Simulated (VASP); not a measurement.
```yaml
crystal:
  lattice:
    - [2.00000, 1.15470, 8.44000]
    - [-2.00000, 1.15470, 8.44000]
    - [0.00000, -2.30940, 8.44000]
  atoms:
    - { symbol: Se, position: [0.61650, 0.61650, 0.61650] }
    - { symbol: Se, position: [0.82810, 0.82810, 0.82810] }
    - { symbol: In, position: [0.00000, 0.00000, 0.00000] }
    - { symbol: In, position: [0.11140, 0.11140, 0.11140] }
```

Computed with LDA (Ceperley-Alder, Perdew-Zunger), VASP's LDA PAW potentials (set 64) (plane waves; VASP). Run with 300 eV cut-off, 6×6×6 Γ-centred mesh, Fermi-Dirac smearing of 0.050 eV, potentials Se In_d.

At this cut-off the stress carries a Pulay error, which pulls relaxed volumes low.

Task: Give the force on each atom (eV/Å).

Result: 
| atom | Fx | Fy | Fz |
|---|---|---|---|
| Se1 | 0.000 | 0.000 | 0.053 |
| Se2 | 0.000 | 0.000 | -0.036 |
| In3 | 0.000 | 0.000 | 0.235 |
| In4 | 0.000 | 0.000 | -0.252 |

Task: Give the stress tensor in GPa (positive for a compressed cell).

Result: 
```
-1.13   0.00   0.00
 0.00  -1.13   0.00
 0.00   0.00  -2.40
```
The pressure is its mean diagonal, -1.56 GPa.

The structure comes from a measured InSe entry of the Crystallography Open Database, whose conditions weren't checked. The cell was not relaxed at this level.
